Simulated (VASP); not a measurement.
All values below come from PBEsol GGA, VASP's PBE PAW potentials (set 64) (plane waves; VASP).

VASP input:

### INCAR
```
SYSTEM = GdBi
PREC = Accurate
ENCUT = 400
EDIFF = 1E-6
NELM = 100
ALGO = Normal
LREAL = .FALSE.
LASPH = .TRUE.
ISMEAR = 1
SIGMA = 0.1
GGA = PS
LMAXMIX = 6
LWAVE = .FALSE.
LCHARG = .FALSE.
IBRION = 2
ISIF = 3
NSW = 60
EDIFFG = -0.02
```

**POSCAR**
```
GdBi
1.0
  3.4431085357   0.0000000000   0.0000000000
  0.0000000000   3.4431085357   0.0000000000
  0.0000000000   0.0000000000  10.8381309934
Gd Bi
2 2
Cartesian
  0.0000000000   1.7215542678   0.0000000000
  1.7215542678   0.0000000000   5.4190654967
  0.0000000000   0.0000000000   2.7095327484
  0.0000000000   0.0000000000   8.1285982451
```

**KPOINTS**
```
Automatic mesh
0
Gamma
8 8 3
0 0 0
```

POTCAR, in this order: Gd_3 Bi_d (PBE.64 set). Program: vasp_std.

Output

### OUTCAR
```
 ion  position               nearest neighbor table
   1  0.000  0.500  0.000-   3 3.21   4 3.21   3 3.21   4 3.21
   2  0.500  0.000  0.500-   3 3.21   4 3.21   3 3.21   4 3.21
   3  0.000  0.000  0.250-   1 3.21   2 3.21   1 3.21   2 3.21
   4  0.000  0.000  0.750-   1 3.21   2 3.21   1 3.21   2 3.21
  LATTYP: Found a simple tetragonal cell.
 ALAT       =     3.4431085357
 C/A-ratio  =     3.1477750065
 Subroutine PRICEL returns:
 Original cell was already a primitive cell.
 Subroutine GETGRP returns: Found 16 space group operations
The static configuration has the point symmetry D_2h.
 The point group associated with its full space group is D_4h.
The dynamic configuration has the point symmetry D_2h.
 Subroutine INISYM returns: Found 16 space group operations
 Subroutine IBZKPT returns following result:
 Found     30 irreducible k-points:

 Following reciprocal coordinates:
            Coordinates               Weight
  0.000000  0.000000  0.000000      1.000000
  0.125000  0.000000  0.000000      4.000000
  0.250000  0.000000  0.000000      4.000000
  0.375000  0.000000  0.000000      4.000000
  0.500000  0.000000  0.000000      2.000000
  0.125000  0.125000  0.000000      4.000000
  0.250000  0.125000  0.000000      8.000000
  0.375000  0.125000  0.000000      8.000000
  0.500000  0.125000  0.000000      4.000000
  0.250000  0.250000  0.000000      4.000000
  0.375000  0.250000  0.000000      8.000000
  0.500000  0.250000  0.000000      4.000000
  0.375000  0.375000  0.000000      4.000000
  0.500000  0.375000  0.000000      4.000000
  0.500000  0.500000  0.000000      1.000000
  0.000000  0.000000  0.333333      2.000000
  0.125000  0.000000  0.333333      8.000000
  0.250000  0.000000  0.333333      8.000000
  0.375000  0.000000  0.333333      8.000000
  0.500000  0.000000  0.333333      4.000000
...
```

**OSZICAR**
```
       N       E                     dE             d eps       ncg     rms          rms(c)
DAV:   1     0.382476611682E+03    0.38248E+03   -0.21296E+04  1680   0.152E+03
DAV:   2     0.175860055560E+02   -0.36489E+03   -0.35838E+03  1704   0.429E+02
DAV:   3    -0.179635494773E+02   -0.35550E+02   -0.34171E+02  2084   0.141E+02
DAV:   4    -0.194689546275E+02   -0.15054E+01   -0.14649E+01  1976   0.314E+01
DAV:   5    -0.195369450119E+02   -0.67990E-01   -0.67659E-01  2108   0.582E+00    0.251E+01
DAV:   6    -0.193348685601E+02    0.20208E+00   -0.50358E-01  2020   0.111E+01    0.142E+01
DAV:   7    -0.193135479757E+02    0.21321E-01   -0.17780E-01  2124   0.304E+00    0.130E+00
DAV:   8    -0.193136422856E+02   -0.94310E-04   -0.24350E-02  2240   0.158E+00    0.341E-01
DAV:   9    -0.193130282818E+02    0.61400E-03   -0.29310E-03  2056   0.415E-01    0.140E-01
DAV:  10    -0.193130025205E+02    0.25761E-04   -0.29521E-04  2256   0.175E-01    0.440E-02
DAV:  11    -0.193130061158E+02   -0.35953E-05   -0.39154E-05  2508   0.561E-02    0.101E-02
DAV:  12    -0.193130057385E+02    0.37737E-06   -0.46805E-06  1856   0.225E-02
   1 F= -.19313006E+02 E0= -.19313411E+02  d E =-.193130E+02
       N       E                     dE             d eps       ncg     rms          rms(c)
DAV:   1    -0.194555951742E+02   -0.14259E+00   -0.46273E+00  1700   0.150E+01    0.187E+00
DAV:   2    -0.193739208800E+02    0.81674E-01   -0.18592E-01  1936   0.519E+00    0.107E+00
DAV:   3    -0.193338236572E+02    0.40097E-01   -0.89939E-02  2264   0.221E+00    0.199E-01
DAV:   4    -0.193341434617E+02   -0.31980E-03   -0.12417E-02  2044   0.842E-01    0.137E-01
DAV:   5    -0.193341638969E+02   -0.20435E-04   -0.80702E-04  2336   0.267E-01    0.869E-02
DAV:   6    -0.193341482618E+02    0.15635E-04   -0.77691E-05  2680   0.958E-02    0.193E-02
DAV:   7    -0.193341463962E+02    0.18656E-05   -0.11267E-05  2092   0.308E-02    0.619E-03
DAV:   8    -0.193341463560E+02    0.40157E-07   -0.10251E-06  1064   0.108E-02
   2 F= -.19334146E+02 E0= -.19333410E+02  d E =-.211406E-01
       N       E                     dE             d eps       ncg     rms          rms(c)
DAV:   1    -0.194661680485E+02   -0.13202E+00   -0.47128E+00  1704   0.152E+01    0.183E+00
DAV:   2    -0.193823898255E+02    0.83778E-01   -0.18447E-01  1972   0.510E+00    0.106E+00
DAV:   3    -0.193411572617E+02    0.41233E-01   -0.90921E-02  2220   0.225E+00    0.200E-01
DAV:   4    -0.193415523981E+02   -0.39514E-03   -0.12655E-02  2020   0.814E-01    0.141E-01
DAV:   5    -0.193415791315E+02   -0.26733E-04   -0.74884E-04  2364   0.247E-01    0.897E-02
DAV:   6    -0.193415693940E+02    0.97375E-05   -0.72923E-05  2640   0.946E-02    0.106E-02
DAV:   7    -0.193415658290E+02    0.35650E-05   -0.10939E-05  2168   0.342E-02    0.664E-03
DAV:   8    -0.193415658346E+02   -0.55461E-08   -0.83405E-07  1008   0.931E-03
   3 F= -.19341566E+02 E0= -.19341322E+02  d E =-.285601E-01
       N       E                     dE             d eps       ncg     rms          rms(c)
DAV:   1    -0.195961719615E+02   -0.25461E+00   -0.71007E+00  1948   0.343E+01    0.288E+00
DAV:   2    -0.193866336881E+02    0.20954E+00   -0.49228E-01  1920   0.136E+01    0.112E+00
DAV:   3    -0.193451231560E+02    0.41511E-01   -0.14764E-01  2084   0.502E+00    0.296E-01
DAV:   4    -0.193431889684E+02    0.19342E-02   -0.11450E-02  2560   0.107E+00    0.132E-01
DAV:   5    -0.193431583057E+02    0.30663E-04   -0.82402E-04  2544   0.251E-01    0.761E-02
DAV:   6    -0.193432062183E+02   -0.47913E-04   -0.21920E-04  2408   0.114E-01    0.149E-02
DAV:   7    -0.193432097295E+02   -0.35111E-05   -0.25888E-05  2492   0.514E-02    0.666E-03
DAV:   8    -0.193432095437E+02    0.18578E-06   -0.21854E-06  1288   0.122E-02
   4 F= -.19343210E+02 E0= -.19343282E+02  d E =-.164371E-02
       N       E                     dE             d eps       ncg     rms          rms(c)
DAV:   1    -0.193876537345E+02   -0.44444E-01   -0.12381E+00  1956   0.145E+01    0.118E+00
DAV:   2    -0.193530560759E+02    0.34598E-01   -0.86527E-02  1916   0.431E+00    0.475E-01
DAV:   3    -0.193454733799E+02    0.75827E-02   -0.19972E-02  2088   0.169E+00    0.128E-01
DAV:   4    -0.193449667158E+02    0.50666E-03   -0.20220E-03  2356   0.518E-01    0.593E-02
DAV:   5    -0.193449500783E+02    0.16638E-04   -0.17333E-04  2460   0.937E-02    0.430E-02
DAV:   6    -0.193449394884E+02    0.10590E-04   -0.54221E-05  2372   0.816E-02    0.722E-03
DAV:   7    -0.193449396130E+02   -0.12463E-06   -0.86329E-06  2008   0.246E-02
   5 F= -.19344940E+02 E0= -.19344901E+02  d E =-.337378E-02
       N       E                     dE             d eps       ncg     rms          rms(c)
DAV:   1    -0.193450001003E+02   -0.60612E-04   -0.17468E-03  1956   0.543E-01    0.453E-02
DAV:   2    -0.193449501748E+02    0.49926E-04   -0.12513E-04  1940   0.184E-01    0.180E-02
DAV:   3    -0.193449390003E+02    0.11174E-04   -0.29602E-05  2084   0.663E-02    0.480E-03
DAV:   4    -0.193449377945E+02    0.12058E-05   -0.21815E-06  1000   0.194E-02    0.201E-03
DAV:   5    -0.193449374276E+02    0.36694E-06   -0.96798E-07   912   0.844E-03
   6 F= -.19344937E+02 E0= -.19344892E+02  d E =-.337159E-02
       N       E                     dE             d eps       ncg     rms          rms(c)
DAV:   1    -0.193459779935E+02   -0.10402E-02   -0.37328E-02  1708   0.134E+00    0.170E-01
DAV:   2    -0.193453504187E+02    0.62757E-03   -0.14515E-03  2172   0.389E-01    0.932E-02
DAV:   3    -0.193450179927E+02    0.33243E-03   -0.70629E-04  2264   0.214E-01    0.170E-02
DAV:   4    -0.193450242510E+02   -0.62583E-05   -0.11661E-04  1968   0.756E-02    0.120E-02
DAV:   5    -0.193450244640E+02   -0.21297E-06   -0.43657E-06  1712   0.139E-02
   7 F= -.19345024E+02 E0= -.19344866E+02  d E =-.870364E-04
```

OUTCAR:
```
------------------------ aborting loop because EDIFF is reached ----------------------------------------
  FORCE on cell =-STRESS in cart. coord.  units (eV):
  Direction    XX          YY          ZZ          XY          YZ          ZX
  --------------------------------------------------------------------------------------
  Total       -0.0112310     -0.0112310     -0.0266729      0.0000000      0.0000000      0.0000000
  in kB       -0.1429507     -0.1429507     -0.3394971      0.0000000      0.0000000      0.0000000
  external PRESSURE =      -0.2084662 kB  Pullay stress =       0.0000000 kB
  volume of cell :      125.88
      direct lattice vectors                 reciprocal lattice vectors
     3.366352745  0.000000000  0.000000000     0.297057402 -0.000000000  0.000000000
     0.000000000  3.366352745  0.000000000     0.000000000  0.297057402  0.000000000
     0.000000000  0.000000000 11.107726443     0.000000000  0.000000000  0.090027424
 POSITION                                       TOTAL-FORCE (eV/Angst)
 -----------------------------------------------------------------------------------
      0.00000      1.68318      0.00000        -0.000000     -0.000000      0.000000
      1.68318      3.36635      5.55386        -0.000000     -0.000000      0.000000
      0.00000      0.00000      2.77693        -0.000000      0.000000     -0.000000
      3.36635      3.36635      8.33079         0.000000     -0.000000      0.000000
 -----------------------------------------------------------------------------------
    total drift:                                0.000000     -0.000000     -0.000000
  FREE ENERGIE OF THE ION-ELECTRON SYSTEM (eV)
  ---------------------------------------------------
  free  energy   TOTEN  =       -19.3450244640 eV

  energy  without entropy=      -19.3445498372  energy(sigma->0) =      -19.34486626

 reached required accuracy - stopping structural energy minimisation
```
(Selected blocks of OUTCAR.)

### CONTCAR
```
GdBi
   1.00000000000000
     3.3663527449190620    0.0000000000000000    0.0000000000000000
     0.0000000000000000    3.3663527449190620    0.0000000000000000
     0.0000000000000000    0.0000000000000000   11.1077264432013614
  Gd              Bi
     2     2
Direct
     0.0000000000000000    0.5000000000000000    0.0000000000000000
     0.5000000000000000    1.0000000000000000    0.5000000000000000
     0.0000000000000000    0.0000000000000000    0.2500000000000000
     1.0000000000000000    1.0000000000000000    0.7500000000000000
```

The 4f electrons are frozen in the core of the lanthanide potential, so 4f levels, which can set the real gap, and their magnetism are missing. Energy and stress use the plane-wave basis of the starting cell.

The structure was generated: GdBi was put into the PtS type (P4_2/mmc), which need not be its known phase. This run relaxes it. Symmetry was kept, so distortions that lower it aren't found. The start is the result of an earlier pass.
